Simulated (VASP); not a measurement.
Energy against volume of FeAl (CsCl type). Computed with optB88-vdW, VASP's PBE PAW potentials (set 64) (plane waves; VASP). Run with 520 eV cut-off, 13×13×13 Γ-centred mesh, first-order Methfessel-Paxton smearing of 0.10 eV, potentials Al Fe.

```
V (Å³/atom)  E (eV/atom)
-----------  -----------
11.029          -4.27713
11.381          -4.29758
11.733          -4.30396
12.085          -4.29838
```

**Question.** Fit these four points and predict the energy of the run at 12.437 Å³/atom.

**Answer.** A cubic in V^(−2/3), the third-order Birch-Murnaghan form, passes through the four points with V0 = 11.74 Å³/atom and B0 = 181 GPa, and gives -4.2826 eV/atom there. The run gave -4.2826 eV/atom, +0.0 meV/atom from the fit; all five points give B0 = 181 GPa.

The compound is FeAl in the CsCl type structure. It was relaxed first. The run is not spin-polarised, so no magnetic state was tried.
